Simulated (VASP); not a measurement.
Computed with PBEsol GGA, VASP's PBE PAW potentials (set 64) (plane waves; VASP).

The input files of a VASP run:

KPOINTS:
```
k-points along high-symmetry lines
10
Line-mode
Reciprocal
  0.000000   0.000000   0.000000 ! GAMMA
  0.000000   0.500000   0.000000 ! X

  0.000000   0.500000   0.000000 ! X
  0.500000   0.500000   0.000000 ! M

  0.500000   0.500000   0.000000 ! M
  0.000000   0.000000   0.000000 ! GAMMA

  0.000000   0.000000   0.000000 ! GAMMA
  0.000000   0.000000   0.500000 ! Z

  0.000000   0.000000   0.500000 ! Z
  0.000000   0.500000   0.500000 ! R

  0.000000   0.500000   0.500000 ! R
  0.500000   0.500000   0.500000 ! A

  0.500000   0.500000   0.500000 ! A
  0.000000   0.000000   0.500000 ! Z

  0.000000   0.500000   0.000000 ! X
  0.000000   0.500000   0.500000 ! R

  0.500000   0.500000   0.000000 ! M
  0.500000   0.500000   0.500000 ! A
```

POSCAR:
```
BaTiO3
3.9661230
  1.0000000651   0.0000000000   0.0000000000
  0.0000000000   1.0000000651   0.0000000000
  0.0000000000   0.0000000000   1.0280366746
Ba Ti O
1 1 3
direct
  0.0000000000   0.0000000000   0.0038885062
  0.5000000000   0.5000000000   0.5205695899
  0.5000000000   0.5000000000   0.9709979898
  0.0000000000   0.5000000000   0.4842719571
  0.5000000000   0.0000000000   0.4842719571
```

### INCAR
```
SIGMA=0.05   ! width (eV)
EDIFF=1E-7   ! SCF stop (eV)
ALGO=Normal
ENCUT=520   ! plane-wave cut-off (eV)
SYSTEM=BaTiO3
LORBIT=11   ! lm-projected
LASPH=.TRUE.
LREAL=.FALSE.   ! projection in real space or not
NELM=100   ! most electronic steps
ICHARG=11   ! fixed density
PREC=Accurate
GGA=PS   ! PBEsol
LWAVE=.FALSE.
LCHARG=.FALSE.
ISMEAR=0
LMAXMIX=4   ! l cut-off of mixed one-centre charges
```

POTCAR, in this order: Ba_sv Ti_sv O (PBE.64 set). Program: vasp_std. Read from the step before: CHGCAR.

Output

OSZICAR:
```
       N       E                     dE             d eps       ncg     rms          rms(c)
DAV:   1     0.424236416299E+03    0.42424E+03   -0.21864E+04  4320   0.184E+03
DAV:   2     0.831234429907E+01   -0.41592E+03   -0.40846E+03  4960   0.485E+02
DAV:   3    -0.392848556128E+02   -0.47597E+02   -0.45972E+02  7208   0.143E+02
DAV:   4    -0.411891122191E+02   -0.19043E+01   -0.19031E+01  5488   0.274E+01
DAV:   5    -0.412699651251E+02   -0.80853E-01   -0.80852E-01  6088   0.416E+00
DAV:   6    -0.412707400090E+02   -0.77488E-03   -0.77488E-03  5696   0.458E-01
DAV:   7    -0.412707531958E+02   -0.13187E-04   -0.13187E-04  6192   0.568E-02
DAV:   8    -0.412707533999E+02   -0.20406E-06   -0.20409E-06  5712   0.575E-03
DAV:   9    -0.412707534037E+02   -0.38044E-08   -0.37786E-08  4040   0.760E-04
   1 F= -.41270753E+02 E0= -.41270753E+02  d E =-.134839E-11
```

File OUTCAR:
```
 val. band max:        3.8113382075   @ k =   0.5000   0.5000   0.5000

 cond. band min:       5.5766431600   @ k =   0.0000   0.0000   0.0000



 k-point     1 :       0.0000    0.0000    0.0000
  band No.  band energies     occupation
      1     -52.4733      2.00000
      2     -28.8854      2.00000
      3     -28.8014      2.00000
      4     -28.8014      2.00000
      5     -21.1055      2.00000
      6     -13.1231      2.00000
      7     -12.4822      2.00000
      8     -12.3912      2.00000
      9      -6.3163      2.00000
     10      -6.2641      2.00000
     11      -6.2641      2.00000
     12       1.3384      2.00000
     13       1.4059      2.00000
     14       1.4059      2.00000
     15       2.3121      2.00000
     16       2.3121      2.00000
     17       2.5335      2.00000
     18       3.2310      2.00000
     19       3.3643      2.00000
     20       3.3643      2.00000
     21       5.5766      0.00000
     22       6.0047      0.00000
     23       6.0047      0.00000
     24       7.9610      0.00000

 k-point     2 :       0.0000    0.0556    0.0000
  band No.  band energies     occupation
      1     -52.4733      2.00000
      2     -28.8853      2.00000
      3     -28.8033      2.00000
      4     -28.8014      2.00000
      5     -21.1017      2.00000
      6     -13.1238      2.00000
      7     -12.4806      2.00000
      8     -12.3899      2.00000
      9      -6.3114      2.00000
     10      -6.2586      2.00000
     11      -6.2520      2.00000
     12       1.3222      2.00000
     13       1.3582      2.00000
     14       1.3992      2.00000
     15       2.2518      2.00000
     16       2.2824      2.00000
     17       2.5242      2.00000
     18       3.1615      2.00000
     19       3.3244      2.00000
     20       3.3670      2.00000
     21       5.6479      0.00000
     22       6.0090      0.00000
     23       6.0161      0.00000
     24       8.0185      0.00000

...
```

The density is held fixed in this step, so its total energy and stress have no physical meaning. Unless said otherwise, spin-orbit coupling is left out, though it shifts the bands of the heavy elements here.

The compound is BaTiO3 in the tetragonal perovskite structure. It was relaxed first.
